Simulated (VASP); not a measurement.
Output of a VASP run:

File OUTCAR:
```
 ion  position               nearest neighbor table
   1  0.333  0.667  0.250-   2 2.65   2 2.65   2 2.65   2 2.65   2 2.65   2 2.65
   2  0.667  0.333  0.750-   1 2.65   1 2.65   1 2.65   1 2.65   1 2.65   1 2.65
  LATTYP: Found a hexagonal cell.
 ALAT       =     2.7100001349
 C/A-ratio  =     1.5793357148
 Subroutine PRICEL returns:
 Original cell was already a primitive cell.
 Subroutine GETGRP returns: Found 24 space group operations
The static configuration has the point symmetry D_3d.
 The point group associated with its full space group is D_6h.
The dynamic configuration has the point symmetry D_3d.
 Subroutine INISYM returns: Found 24 space group operations
 Subroutine IBZKPT returns following result:
 Found    120 irreducible k-points:

 Following reciprocal coordinates:
            Coordinates               Weight
  0.000000  0.000000  0.000000      1.000000
  0.071429  0.000000  0.000000      6.000000
  0.142857  0.000000  0.000000      6.000000
  0.214286  0.000000  0.000000      6.000000
  0.285714  0.000000  0.000000      6.000000
  0.357143  0.000000  0.000000      6.000000
  0.428571  0.000000  0.000000      6.000000
  0.500000  0.000000  0.000000      3.000000
  0.071429  0.071429  0.000000      6.000000
  0.142857  0.071429  0.000000     12.000000
  0.214286  0.071429  0.000000     12.000000
  0.285714  0.071429  0.000000     12.000000
  0.357143  0.071429  0.000000     12.000000
  0.428571  0.071429  0.000000     12.000000
  0.142857  0.142857  0.000000      6.000000
  0.214286  0.142857  0.000000     12.000000
  0.285714  0.142857  0.000000     12.000000
  0.357143  0.142857  0.000000     12.000000
  0.428571  0.142857  0.000000      6.000000
  0.214286  0.214286  0.000000      6.000000
  0.285714  0.214286  0.000000     12.000000
  0.357143  0.214286  0.000000     12.000000
  0.285714  0.285714  0.000000      6.000000
  0.357143  0.285714  0.000000      6.000000
  0.000000  0.000000  0.125000      2.000000
  0.071429  0.000000  0.125000     12.000000
  0.142857  0.000000  0.125000     12.000000
  0.214286  0.000000  0.125000     12.000000
  0.285714  0.000000  0.125000     12.000000
  0.357143  0.000000  0.125000     12.000000
  0.428571  0.000000  0.125000     12.000000
  0.500000  0.000000  0.125000      6.000000
  0.071429  0.071429  0.125000     12.000000
  0.142857  0.071429  0.125000     24.000000
  0.214286  0.071429  0.125000     24.000000
  0.285714  0.071429  0.125000     24.000000
  0.357143  0.071429  0.125000     24.000000
  0.428571  0.071429  0.125000     24.000000
  0.142857  0.142857  0.125000     12.000000
  0.214286  0.142857  0.125000     24.000000
   k-points           NKPTS =    120   k-points in BZ     NKDIM =    120   number of bands    NBANDS=     18
   number of dos      NEDOS =    301   number of ions     NIONS =      2
   total plane-waves  NPLWV =   9072
   dimension x,y,z NGX =    18 NGY =   18 NGZ =   28
   dimension x,y,z NGXF=    36 NGYF=   36 NGZF=   56
   ions per type =               2
   PREC   = accura    normal or accurate (medium, high low for compatibility)
   ISTART =      0    job   : 0-new  1-cont  2-samecut
   ICHARG =      2    charge: 1-file 2-atom 10-const
   ISPIN  =      1    spin polarized calculation?
   LNONCOLLINEAR =      F non collinear calculations
   LSORBIT =      F    spin-orbit coupling
   INIWAV =      1    electr: 0-lowe 1-rand  2-diag
   ENCUT  =  400.0 eV  29.40 Ry    5.42 a.u.   4.42  4.42  6.98*2*pi/ulx,y,z
   NELM   =    100;   NELMIN=  2; NELMDL= -5     # of ELM steps
   EDIFF  = 0.1E-05   stopping-criterion for ELM
   LREAL  =      F    real-space projection
   NLSPLINE    = F    spline interpolate recip. space projectors
   LMAXMIX     =    4 max onsite mixed and CHGCAR
   VOSKOWN=      0    Vosko Wilk Nusair interpolation
   EDIFFG = -.1E-01   stopping-criterion for IOM
   NSW    =     60    number of steps for IOM
...
```

OSZICAR:
```
...
DAV:   1     0.243881776753E+03    0.24388E+03   -0.15796E+04  4354   0.143E+03
DAV:   2    -0.171058088020E+02   -0.26099E+03   -0.25571E+03  4612   0.447E+02
DAV:   3    -0.227848099363E+02   -0.56790E+01   -0.55358E+01  4534   0.711E+01
DAV:   4    -0.228458221878E+02   -0.61012E-01   -0.60967E-01  5406   0.646E+00
DAV:   5    -0.228467751641E+02   -0.95298E-03   -0.95295E-03  4670   0.686E-01    0.183E+01
DAV:   6    -0.214498107389E+02    0.13970E+01   -0.38326E+00  4362   0.201E+01    0.448E+00
DAV:   7    -0.213572122698E+02    0.92598E-01   -0.24633E-01  4450   0.446E+00    0.110E+00
DAV:   8    -0.213455362253E+02    0.11676E-01   -0.79953E-03  4408   0.111E+00    0.232E-01
DAV:   9    -0.213452111916E+02    0.32503E-03   -0.59391E-04  5510   0.272E-01    0.299E-02
DAV:  10    -0.213452341731E+02   -0.22982E-04   -0.14815E-05  4792   0.351E-02    0.577E-03
DAV:  11    -0.213452340274E+02    0.14576E-06   -0.62902E-07  2518   0.706E-03
   1 F= -.21345234E+02 E0= -.21344764E+02  d E =-.213452E+02
       N       E                     dE             d eps       ncg     rms          rms(c)
DAV:   1    -0.318716222689E+02   -0.10526E+02   -0.24715E+02  4358   0.189E+02    0.496E+01
DAV:   2    -0.214129235755E+02    0.10459E+02   -0.26989E+01  4340   0.602E+01    0.644E+00
DAV:   3    -0.207598904864E+02    0.65303E+00   -0.23120E+00  4438   0.158E+01    0.765E+00
DAV:   4    -0.208100760170E+02   -0.50186E-01   -0.11718E-01  4414   0.289E+00    0.264E+00
DAV:   5    -0.208250722483E+02   -0.14996E-01   -0.25139E-02  4888   0.107E+00    0.235E-01
DAV:   6    -0.208249624883E+02    0.10976E-03   -0.11036E-03  5610   0.214E-01    0.824E-02
DAV:   7    -0.208249652952E+02   -0.28069E-05   -0.51951E-05  4898   0.684E-02    0.170E-02
DAV:   8    -0.208249648357E+02    0.45951E-06   -0.36196E-06  4148   0.174E-02
   2 F= -.20824965E+02 E0= -.20824990E+02  d E =0.520269E+00
       N       E                     dE             d eps       ncg     rms          rms(c)
DAV:   1    -0.285517319200E+02   -0.77268E+01   -0.16530E+02  4344   0.168E+02    0.181E+01
DAV:   2    -0.214647747339E+02    0.70870E+01   -0.20932E+01  4334   0.481E+01    0.810E+00
DAV:   3    -0.213257243144E+02    0.13905E+00   -0.99032E-01  4420   0.990E+00    0.311E+00
DAV:   4    -0.213730173999E+02   -0.47293E-01   -0.32573E-02  4512   0.141E+00    0.139E+00
DAV:   5    -0.213884666534E+02   -0.15449E-01   -0.14978E-02  4598   0.825E-01    0.196E-01
DAV:   6    -0.213885128561E+02   -0.46203E-04   -0.70199E-04  5510   0.189E-01    0.530E-02
DAV:   7    -0.213885148562E+02   -0.20002E-05   -0.34725E-05  5106   0.534E-02    0.168E-02
DAV:   8    -0.213885127189E+02    0.21373E-05   -0.19455E-06  2810   0.128E-02    0.575E-03
DAV:   9    -0.213885124946E+02    0.22435E-06   -0.22300E-07  2274   0.416E-03
   3 F= -.21388512E+02 E0= -.21388127E+02  d E =-.432785E-01
       N       E                     dE             d eps       ncg     rms          rms(c)
DAV:   1    -0.213899720096E+02   -0.14593E-02   -0.29391E-02  4350   0.213E+00    0.326E-01
DAV:   2    -0.213886657717E+02    0.13062E-02   -0.38823E-03  4356   0.667E-01    0.512E-02
DAV:   3    -0.213886318803E+02    0.33891E-04   -0.21659E-04  4414   0.143E-01    0.314E-02
DAV:   4    -0.213886417963E+02   -0.99159E-05   -0.15062E-05  4400   0.325E-02    0.351E-03
DAV:   5    -0.213886418042E+02   -0.78953E-08   -0.12158E-06  2298   0.119E-02
   4 F= -.21388642E+02 E0= -.21388262E+02  d E =-.434078E-01
```

File OUTCAR:
```
------------------------ aborting loop because EDIFF is reached ----------------------------------------
  FORCE on cell =-STRESS in cart. coord.  units (eV):
  Direction    XX          YY          ZZ          XY          YZ          ZX
  --------------------------------------------------------------------------------------
  Total       -0.0186813     -0.0186813     -0.0158706     -0.0000000     -0.0000000      0.0000000
  in kB       -1.1419231     -1.1419232     -0.9701165     -0.0000000     -0.0000000      0.0000000
  external PRESSURE =      -1.0846543 kB  Pullay stress =       0.0000000 kB
  volume of cell :       26.21
      direct lattice vectors                 reciprocal lattice vectors
     1.338678442 -2.318659227  0.000000000     0.373502691 -0.215641865  0.000000000
     1.338678442  2.318659227 -0.000000000     0.373502691  0.215641865  0.000000000
     0.000000000  0.000000000  4.222178393     0.000000000  0.000000000  0.236844564
 POSITION                                       TOTAL-FORCE (eV/Angst)
 -----------------------------------------------------------------------------------
      1.33868      0.77289      1.05554        -0.000000      0.000000      0.000000
      1.33868     -0.77289      3.16663         0.000000     -0.000000      0.000000
 -----------------------------------------------------------------------------------
    total drift:                               -0.000000      0.000496     -0.000045
  FREE ENERGIE OF THE ION-ELECTRON SYSTEM (eV)
  ---------------------------------------------------
  free  energy   TOTEN  =       -21.3886418042 eV

  energy  without entropy=      -21.3875014040  energy(sigma->0) =      -21.38826167

 reached required accuracy - stopping structural energy minimisation
```
(Selected blocks of OUTCAR.)

File POSCAR:
```
Ru
1
    1.3550000000    -2.3469290000     0.0000000000
    1.3550000000     2.3469290000     0.0000000000
    0.0000000000     0.0000000000     4.2800000000
Ru
2
Direct
  0.3333330000   0.6666670000   0.2500000000
  0.6666670000   0.3333330000   0.7500000000
```

Question: Write an INCAR and KPOINTS that could have produced this output.

Answer: Several could match; the one computed here: the input of the run itself, LDA (Ceperley-Alder, Perdew-Zunger), plane waves, VASP's LDA PAW potentials (set 64).

### KPOINTS
```
Automatic mesh
0
Gamma
14 14 8
0 0 0
```

### INCAR
```
# general
SYSTEM =Ru
PREC   =Accurate
ENCUT  =400
LREAL  =.False.
LASPH  =.True.

# electronic loop
EDIFF  =1E-6
NELM   =100
ALGO   =Normal
LMAXMIX=4

# smearing
ISMEAR =1
SIGMA  =0.1

# ions
IBRION =2
NSW    =60
ISIF   =3
EDIFFG =-0.01

# output
LWAVE  =.False.
LCHARG =.False.
```

POTCAR, in this order: Ru_pv (LDA.64 set). Program: vasp_std.

Energy and stress use the plane-wave basis of the starting cell.

The compound is Ru in the hcp structure. This run relaxes it. Symmetry was kept, so distortions that lower it aren't found.
